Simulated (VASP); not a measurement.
Here is the system:

```xyz
2
Lattice="3.1535 0.0000 0.0000 0.0000 3.1535 0.0000 0.0000 0.0000 3.1535" Properties=species:S:1:pos:R:3 pbc="T T T"
Ta     0.0000     0.0000     0.0000
Si     1.5768     1.5768     1.5768
```

The numbers are results of PBE GGA, VASP's PBE PAW potentials (set 64) (plane waves; VASP 6.6.1), not measurements. Run with 400 eV cut-off, 13×13×13 Γ-centred mesh, tetrahedra with Blöchl corrections, potentials Ta_pv Si.

Unless said otherwise, spin-orbit coupling is left out, though it shifts the bands of the heavy elements here.

Q: Estimate the energy per atom (σ→0), band gap (on the k-mesh) with the smallest direct gap where there is one.

A: 
```json
{
  "band gap (on the k-mesh)": "none (metal, semimetal or under 0.01 eV)",
  "energy per atom (σ→0)": "-8.695 eV/atom"
}
```

The absolute energy has meaning only against runs of the same code, potentials and settings.

The structure was generated: TaSi was put into the CsCl type type (Pm-3m), which need not be its known phase. It was relaxed first, which changed the volume by -36 %. The electron count is odd and the run is not spin-polarised, which forces a metal.
